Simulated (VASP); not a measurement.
Calculation: PBEsol GGA, VASP's PBE PAW potentials (set 64) (plane waves; VASP).

VASP input:

**INCAR**
```
# general
SYSTEM =V3ZrN4
PREC   =Accurate
ENCUT  =520
LREAL  =.FALSE.   # projection in real space or not
LASPH  =.TRUE.   # aspherical one-centre terms

# electronic loop
EDIFF  =1E-6   # SCF stop (eV)
NELM   =100
ALGO   =Normal   # blocked Davidson
LMAXMIX=4

# smearing
ISMEAR =1
SIGMA  =0.1   # width (eV)

# functional
GGA    =PS   # PBEsol

# ions
IBRION =2   # conjugate gradients
NSW    =60
ISIF   =3
EDIFFG =-0.02

# output
LWAVE  =.FALSE.
LCHARG =.FALSE.
```

KPOINTS:
```
K-points
0
G
11 11 3
```

**POSCAR**
```
V3ZrN4
1
   -0.0000000000     2.1132429227     2.1132429227
    2.1132429227    -0.0000000000     2.1132429227
    8.3571166325     8.3571166325     0.0958550581
Zr N V
1 4 3
Direct
  0.0000000000   0.0000000000   0.0000000000
  0.4710842502   0.4710842502   0.1466868124
  0.4886423948   0.4886423948   0.3835182039
  0.5113576052   0.5113576052   0.6164817961
  0.5289157498   0.5289157498   0.8533131876
  0.9820452885   0.9820452885   0.2634660336
  0.0000000000   0.0000000000   0.5000000000
  0.0179547115   0.0179547115   0.7365339664
```

POTCAR, in this order: Zr_sv N V_sv (PBE.64 set). Program: vasp_std.

What does the run give for the energy per atom (σ→0), volume per atom, band gap (on the k-mesh)?

- energy per atom (σ→0): -10.331 eV/atom
- band gap (on the k-mesh): none (metal, semimetal or under 0.01 eV)
- volume per atom: 9.26 Å^3/atom

File OSZICAR:
```
...
       N       E                     dE             d eps       ncg     rms          rms(c)
DAV:   1    -0.826472693897E+02   -0.72740E-04   -0.14476E-02  8576   0.778E-01    0.718E-02
DAV:   2    -0.826472708305E+02   -0.14408E-05   -0.58993E-04 10500   0.143E-01    0.509E-02
DAV:   3    -0.826472819126E+02   -0.11082E-04   -0.44457E-04 11428   0.130E-01    0.623E-02
DAV:   4    -0.826472750810E+02    0.68316E-05   -0.61492E-04 11504   0.155E-01    0.599E-02
DAV:   5    -0.826472484046E+02    0.26676E-04   -0.17983E-04 11506   0.822E-02    0.654E-03
DAV:   6    -0.826472481009E+02    0.30376E-06   -0.48434E-06  7852   0.134E-02
   7 F= -.82647248E+02 E0= -.82647383E+02  d E =-.513886E-04
```

The structure was generated: V3ZrN4 was put into an ordered model structure (R-3m), which need not be its known phase. This run relaxes it. Symmetry was kept, so distortions that lower it aren't found. The start is the result of an earlier pass. The run is not spin-polarised, so no magnetic state was tried. The electron count is odd and the run is not spin-polarised, which forces a metal.
